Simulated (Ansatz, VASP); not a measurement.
HfMoC2: VASP beside Ansatz

```
Hf Mo C
1.0
     3.19142    0.00000    0.00000
     0.00000    3.19142    0.00000
     0.00000    0.00000    4.48516
Hf Mo C
1 1 2
Direct
  0.00000 0.00000 0.00000
  0.50000 0.50000 0.50000
  0.00000 0.00000 0.50000
  0.50000 0.50000 0.00000
```

The cell comes from a database or a generator and needn't be the stable form of this composition.

Alike in both runs: task single point; functional PBE; k mesh 7 × 7 × 5; no spin polarisation.

|  | VASP | Ansatz |
| --- | --- | --- |
| version | VASP 6.6.1 | Ansatz 0.2.0 |
| potentials or method | VASP PAW PBE potentials, release 64 (Hf_pv, Mo_sv, C) | plane waves, PAW |
| plane-wave cutoff (eV) | 520 | 500 |
| occupations | fermi-dirac, width 0.1 eV | fermi-dirac |
| valence electrons in the cell | 32 | 48 |

```csv
,VASP,Ansatz,Ansatz less VASP
pressure (GPa),-1.1,-1.1,+0.02
largest component of the traceless stress (GPa),0.41,0.43,+0.025
```

The two sets of potentials don't hold the same shells in valence.

Spin-orbit coupling is left out, which matters for the levels of Hf.
